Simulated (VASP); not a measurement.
Method: PBE GGA, VASP's PBE PAW potentials (set 64) (plane waves; VASP 6.6.1).

Input for VASP

POSCAR:
```
Re
1
    1.3584130000    -2.4583340000     0.0000000000
    1.3584130000     2.4583340000     0.0000000000
    0.0000000000     0.0000000000     4.3408590000
Re
2
Direct
  0.3333330000   0.6666670000   0.2500000000
  0.6858190000   0.3524850000   0.7500000000
```

### KPOINTS
```
Automatic
0
Gamma
14 14 8
0 0 0
```

INCAR:
```
ALGO = Normal
EDIFF = 1E-6
ENCUT = 400
GGA = PE
ISIF = 2
ISMEAR = 0
LASPH = .TRUE.
LCHARG = .FALSE.
LMAXMIX = 6
LREAL = .FALSE.
LWAVE = .FALSE.
NELECT = 13.9
NELM = 100
PREC = Accurate
SIGMA = 0.05
SYSTEM = Re
```

POTCAR, in this order: Re (PBE.64 set). Program: vasp_std.

What VASP printed:

### OSZICAR
```
       N       E                     dE             d eps       ncg     rms          rms(c)
DAV:   1     0.171719617600E+02    0.17172E+02   -0.56518E+03 21097   0.131E+03
DAV:   2    -0.228418522236E+02   -0.40014E+02   -0.34707E+02 18769   0.327E+02
DAV:   3    -0.267458167038E+02   -0.39040E+01   -0.32683E+01 19465   0.156E+02
DAV:   4    -0.269550181522E+02   -0.20920E+00   -0.18189E+00 19726   0.177E+01
DAV:   5    -0.269642429074E+02   -0.92248E-02   -0.80545E-02 19453   0.232E+00    0.442E+01
DAV:   6    -0.259123162003E+02    0.10519E+01   -0.10143E+00 20443   0.311E+01    0.182E+01
DAV:   7    -0.255636591420E+02    0.34866E+00   -0.69063E-01 21330   0.246E+01    0.555E-01
DAV:   8    -0.255508325868E+02    0.12827E-01   -0.11131E-02 21708   0.152E+00    0.321E-01
DAV:   9    -0.255502387780E+02    0.59381E-03   -0.40234E-04 20001   0.177E-01    0.380E-02
DAV:  10    -0.255502554381E+02   -0.16660E-04   -0.45149E-05 19106   0.715E-02    0.910E-03
DAV:  11    -0.255502538963E+02    0.15418E-05   -0.33830E-07  9973   0.142E-02    0.619E-03
DAV:  12    -0.255502538292E+02    0.67064E-07   -0.17534E-07  9568   0.189E-02
   1 F= -.25550254E+02 E0= -.25548736E+02  d E =-.303627E-02
```

**OUTCAR**
```
------------------------ aborting loop because EDIFF is reached ----------------------------------------
  FORCE on cell =-STRESS in cart. coord.  units (eV):
  Direction    XX          YY          ZZ          XY          YZ          ZX
  --------------------------------------------------------------------------------------
  Total        1.5231918     -1.1425257      2.7973301     -0.3246530      0.0000000      0.0000000
  in kB       84.1757090    -63.1390660    154.5880463    -17.9412071      0.0000000      0.0000000
  external PRESSURE =      58.5415631 kB  Pullay stress =       0.0000000 kB
  volume of cell :       28.99
      direct lattice vectors                 reciprocal lattice vectors
     1.358413000 -2.458334000  0.000000000     0.368076572 -0.203389775  0.000000000
     1.358413000  2.458334000  0.000000000     0.368076572  0.203389775  0.000000000
     0.000000000  0.000000000  4.340859000     0.000000000  0.000000000  0.230369150
 POSITION                                       TOTAL-FORCE (eV/Angst)
 -----------------------------------------------------------------------------------
      1.35841      0.81945      1.08521         0.163288     -0.221100      0.000000
      1.41045     -0.81945      3.25564        -0.163288      0.221100     -0.000000
 -----------------------------------------------------------------------------------
    total drift:                               -0.000001      0.000000      0.000000
  FREE ENERGIE OF THE ION-ELECTRON SYSTEM (eV)
  ---------------------------------------------------
  free  energy   TOTEN  =       -25.5502538292 eV

  energy  without entropy=      -25.5472175599  energy(sigma->0) =      -25.54873569
```
(Selected blocks of OUTCAR.)

The cell is charged, with a uniform compensating background.

The compound is Re in the hcp structure. The cell was not relaxed at this level, atoms are displaced from their ideal sites. The run is one of a series of settings (ISMEAR = 0, NELECT = 13.9, SIGMA = 0.05 against the base run), some of them coarse on purpose.
